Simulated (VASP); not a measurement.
```
RbCl
1.0
    0.00000     3.35580     3.35580
    3.35580     0.00000     3.35580
    3.35580     3.35580     0.00000
Rb Cl
1 1
Direct
  0.00000   0.00000   0.00000
  0.50000   0.50000   0.50000
```

The base run (VASP): PBE GGA, plane waves, VASP's PBE PAW potentials (set 64). Run with 400 eV cut-off, 6×6×6 Γ-centred mesh, Gaussian smearing of 0.050 eV, potentials Rb_sv Cl.

One setting is varied; ΔE counts from the most expensive setting. The base run took about 20 core-seconds. Times come from single runs on busy shared machines, so they are rough: good to a factor of about 2.

The pressure holds a Pulay error that falls with the cut-off, as the column shows.

| setting | cost over the base run | electronic steps | ΔE (meV/atom) | pressure (GPa) |
|---|---|---|---|---|
| ENCUT = 175 | within a factor of 2 | 13 | -6.9 | -8.93 |
| base run | reference | 13 | 0.0 | -0.08 |
| ENCUT = 475 | within a factor of 2 | 13 | 0.1 | -0.09 |
| ENCUT = 350 | within a factor of 2 | 13 | -0.2 | -0.06 |
| ENCUT = 375 | within a factor of 2 | 13 | -0.1 | -0.06 |
| ENCUT = 500 | within a factor of 2 | 13 | 0.0 | -0.09 |
| ENCUT = 675 | within a factor of 2 | 13 | -0.1 | -0.05 |
| ENCUT = 800 | about 2 times | 13 | 0.0 | -0.05 |

Left out are runs that failed, have no time on record or changed the cell.

The compound is RbCl in the rock salt structure. The cell was not relaxed at this level.
